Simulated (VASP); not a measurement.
```
CELL_PARAMETERS angstrom
     -1.89185     1.89185     4.77925
      1.89185    -1.89185     4.77925
      1.89185     1.89185    -4.77925
ATOMIC_POSITIONS crystal
  Ti 0.00000 0.00000 0.00000
  Ti 0.75000 0.25000 0.50000
  O  0.20763 0.20763 0.00000
  O  0.95763 0.45763 0.50000
  O  0.54237 0.04237 0.50000
  O  0.79237 0.79237 0.00000
```

Computed with SCAN meta-GGA, VASP's PBE PAW potentials (set 64) (plane waves; VASP 6.6.1). Settings: 520 eV cut-off, 9×9×9 Γ-centred mesh, tetrahedra with Blöchl corrections, potentials Ti_sv O.

### Question
Give the energies of bands 14 to 27 at the high-symmetry points, in eV from the valence-band maximum.

### Answer

| band | Γ | X | P | N | M | S | R |
|---|---|---|---|---|---|---|---|
| 14 | -3.91 | -4.51 | -4.45 | -4.35 | -3.83 | -3.89 | -4.70 |
| 15 | -3.91 | -4.35 | -4.34 | -3.79 | -3.81 | -3.86 | -4.03 |
| 16 | -3.54 | -4.35 | -4.34 | -3.79 | -3.81 | -3.77 | -4.03 |
| 17 | -2.11 | -3.85 | -3.88 | -3.52 | -2.07 | -3.04 | -3.71 |
| 18 | -2.11 | -3.85 | -3.88 | -2.17 | -2.07 | -3.03 | -3.71 |
| 19 | -2.08 | -2.73 | -3.07 | -2.12 | -1.42 | -2.24 | -2.83 |
| 20 | -0.84 | -2.73 | -3.07 | -2.02 | -1.42 | -1.87 | -2.83 |
| 21 | -0.81 | -2.10 | -1.64 | -1.97 | -1.31 | -1.25 | -1.94 |
| 22 | -0.81 | -2.10 | -1.64 | -0.97 | -1.31 | -0.97 | -1.94 |
| 23 | -0.48 | -0.05 | -0.24 | -0.90 | -0.14 | -0.92 | -0.09 |
| 24 | -0.48 | -0.05 | -0.24 | -0.69 | -0.14 | -0.88 | -0.09 |
| 25 | 2.53 | 3.74 | 3.96 | 3.66 | 2.89 | 3.63 | 3.71 |
| 26 | 3.27 | 3.74 | 3.96 | 3.95 | 2.89 | 3.91 | 3.71 |
| 27 | 4.42 | 4.20 | 3.99 | 3.98 | 4.21 | 3.96 | 4.14 |

The gap is indirect, 2.53 eV, from the valence maximum at (-0.44, 0.44, 0.00) to the conduction minimum at Γ.

The structure comes from a measured TiO2 entry (I4_1/amd) of the Crystallography Open Database, whose conditions weren't checked. It was relaxed first.
